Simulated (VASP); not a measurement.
Input:

```
CELL_PARAMETERS angstrom
      0.00000     3.15130     3.15130
      3.15130     0.00000     3.15130
      3.15130     3.15130     0.00000
ATOMIC_POSITIONS crystal
  Ba 0.00000 0.00000 0.00000
  S  0.50000 0.50000 0.50000
```

Computed with LDA (Ceperley-Alder, Perdew-Zunger) with spin-orbit coupling, VASP's LDA PAW potentials (set 64) (plane waves; VASP). Settings: 400 eV cut-off, 7×7×7 Γ-centred mesh, Gaussian smearing of 0.050 eV, potentials Ba_sv S.

Task: Estimate the energy per atom (σ→0), band gap (over mesh and band path) with the smallest direct gap where there is one.

Result: 
```yaml
band gap (over mesh and band path): 1.77 eV
smallest direct gap (over mesh and band path): 1.84 eV
energy per atom (σ→0): -5.690 eV/atom
```

The compound is BaS in the rock salt structure. It was relaxed first.
